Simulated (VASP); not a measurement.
Output of a VASP run:

File OSZICAR:
```
       N       E                     dE             d eps       ncg     rms          rms(c)
DAV:   1     0.169096315378E+02    0.16910E+02   -0.39488E+03   560   0.886E+02
DAV:   2    -0.949945432423E+01   -0.26409E+02   -0.25354E+02   880   0.107E+02
DAV:   3    -0.986606147814E+01   -0.36661E+00   -0.36661E+00   624   0.174E+01
DAV:   4    -0.986690172817E+01   -0.84025E-03   -0.84025E-03   864   0.818E-01
DAV:   5    -0.986690193157E+01   -0.20340E-06   -0.20340E-06   600   0.101E-02    0.448E+00
DAV:   6    -0.940552675085E+01    0.46138E+00   -0.15320E+00   584   0.617E+00    0.224E+00
DAV:   7    -0.935653231546E+01    0.48994E-01   -0.16784E-01   784   0.250E+00    0.895E-01
DAV:   8    -0.935051419924E+01    0.60181E-02   -0.23512E-02   656   0.106E+00    0.106E-01
DAV:   9    -0.935077253385E+01   -0.25833E-03   -0.53658E-04   664   0.188E-01    0.606E-02
DAV:  10    -0.935091155279E+01   -0.13902E-03   -0.23817E-04   560   0.120E-01    0.157E-02
DAV:  11    -0.935091731151E+01   -0.57587E-05   -0.67584E-06   824   0.246E-02    0.133E-02
DAV:  12    -0.935091696358E+01    0.34793E-06   -0.22921E-06   576   0.998E-03    0.183E-03
DAV:  13    -0.935091701583E+01   -0.52250E-07   -0.71098E-08   504   0.242E-03
   1 F= -.93509170E+01 E0= -.93509170E+01  d E =-.244784E-13
```

File OUTCAR:
```
------------------------ aborting loop because EDIFF is reached ----------------------------------------
  FORCE on cell =-STRESS in cart. coord.  units (eV):
  Direction    XX          YY          ZZ          XY          YZ          ZX
  --------------------------------------------------------------------------------------
  Total       -0.6649837     -0.6649837     -0.6649837      0.0000000      0.0000000      0.0000000
  in kB      -37.2032350    -37.2032350    -37.2032350      0.0000000      0.0000000      0.0000000
  external PRESSURE =     -37.2032350 kB  Pullay stress =       0.0000000 kB
  volume of cell :       28.64
      direct lattice vectors                 reciprocal lattice vectors
     0.000000000  2.428307247  2.428307247    -0.205904751  0.205904751  0.205904751
     2.428307247  0.000000000  2.428307247     0.205904751 -0.205904751  0.205904751
     2.428307247  2.428307247  0.000000000     0.205904751  0.205904751 -0.205904751
  FREE ENERGIE OF THE ION-ELECTRON SYSTEM (eV)
  ---------------------------------------------------
  free  energy   TOTEN  =        -9.3509170158 eV

  energy  without entropy=       -9.3509170158  energy(sigma->0) =       -9.35091702
```
(Selected blocks of OUTCAR.)

### POSCAR
```
BAs
1
    0.0000000000     2.4283072466     2.4283072466
    2.4283072466     0.0000000000     2.4283072466
    2.4283072466     2.4283072466     0.0000000000
B As
1 1
Direct
  0.0000000000   0.0000000000   0.0000000000
  0.2500000000   0.2500000000   0.2500000000
```

Task: Write an INCAR and KPOINTS that could have produced this output.

Result: One answer among several that fit: the input of the run itself, optB86b-vdW, plane waves, VASP's PBE PAW potentials (set 64).

### INCAR
```
SYSTEM = BAs
PREC = Accurate
ENCUT = 520
EDIFF = 1E-7
NELM = 100
ALGO = Normal
LREAL = .FALSE.
LASPH = .TRUE.
ISMEAR = 0
SIGMA = 0.05
GGA = MK
PARAM1 = 0.1234
PARAM2 = 1.0
LUSE_VDW = .TRUE.
AGGAC = 0.0
LMAXMIX = 4
LWAVE = .FALSE.
LCHARG = .FALSE.
ISIF = 2
```

**KPOINTS**
```
Automatic mesh
0
Gamma
9 9 9
0 0 0
```

POTCAR, in this order: B As (PBE.64 set). Program: vasp_std.

The compound is BAs in the zinc blende structure. This cell is one point of a volume scan, at 1.03 of the reference volume.
